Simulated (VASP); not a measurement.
Write the native input for VASP 6.6.1 that does the following.

- Task: relaxation of cell and atoms
- Functional: PBE
- Dispersion: D3(BJ)
- Potentials or basis: VASP PAW PBE potentials, release 64 (Ni, Mo_sv, Pd, Ir, W_sv)
- Cutoff: 600 eV
- k mesh: 11 × 11 × 3
- Occupations: fermi-dirac, width 0.05 eV
- Spin: collinear spin, ferromagnetic start
- Starting moments: [1.0, 1.0, 0.0, 0.6, 0.0] μB
- Further INCAR settings: ALGO = Fast; EDIFF = 1e-06; IBRION = 2; EDIFFG = -0.005; NSW = 60; ISIF = 3

The structure of NiMoIrPdW lies in POSCAR:

```
NiMoIrPdW
1.0
    2.7607800000      0.0000000000      0.0000000000
   -1.3803900000      2.3909000000      0.0000000000
    0.0000000000      0.0000000000     11.3405100000
Ni Mo Pd Ir W
1 1 1 1 1
Direct
    0.0000000000      0.0000000000      0.7091700000
    0.6666700000      0.3333300000      0.2942500000
    0.6666700000      0.3333300000      0.8990100000
    0.0000000000      0.0000000000      0.1060400000
    0.6666700000      0.3333300000      0.5292100000
```

The cell was built by a generator and needn't be a form met in nature.

The input as run:

INCAR

```
SYSTEM = NiMoIrPdW
PREC = Accurate
ENCUT = 600
EDIFF = 1E-6
ISMEAR = -1
SIGMA = 0.05
LREAL = .False.
LASPH = .True.
NELM = 100
ALGO = Fast
ISIF = 3
LWAVE = .False.
LCHARG = .False.
ISPIN = 2
MAGMOM = 1 1 0 0.6 0
LORBIT = 11
LMAXMIX = 4
GGA = PE
IVDW = 12
IBRION = 2
NSW = 60
EDIFFG = -0.005
KPAR = 4
```

KPOINTS

```
regular mesh
0
Gamma
  11 11 3
  0 0 0
```

Potentials or basis: VASP PAW PBE potentials, release 64 (Ni, Mo_sv, Pd, Ir, W_sv).

The run is started by

```console
$ cat potpaw_PBE.64/Ni/POTCAR potpaw_PBE.64/Mo_sv/POTCAR potpaw_PBE.64/Pd/POTCAR potpaw_PBE.64/Ir/POTCAR potpaw_PBE.64/W_sv/POTCAR > POTCAR
$ mpirun -np 4 vasp_std > vasp.out
```

Results of the run:

```json
{
 "Relaxed volume": "14.53 Å³/atom",
 "Relaxed cell": "a = 2.735 Å, b = 2.735 Å, c = 11.215 Å, α = 90.00°, β = 90.00°, γ = 120.00°",
 "Space group after relaxing (to 0.05 Å)": "P3m1 (No. 156)",
 "Energy gained by relaxing": "9.9 meV/atom",
 "Ionic steps": "36",
 "Pressure after relaxing": "0.0 GPa",
 "Largest force after relaxing": "0.003 eV/Å",
 "Band gap on the k mesh": "none (metal or under the smearing width)",
 "Net moment": "0.00 μB per cell",
 "Valence electrons inside the program's atomic spheres": "Ni 9.25; Mo 12.61; Pd 9.54; Ir 8.37; W 12.15",
 "Dispersion energy per atom": "-0.644 eV"
}
```

Caveat: pairwise dispersion overbinds metals, which lowers pressure and volume.

It took 53 min on 4 MPI ranks on Intel(R) Xeon(R) 6975P-C (Granite Rapids) (shared host), peak memory 0.79 GiB a rank.
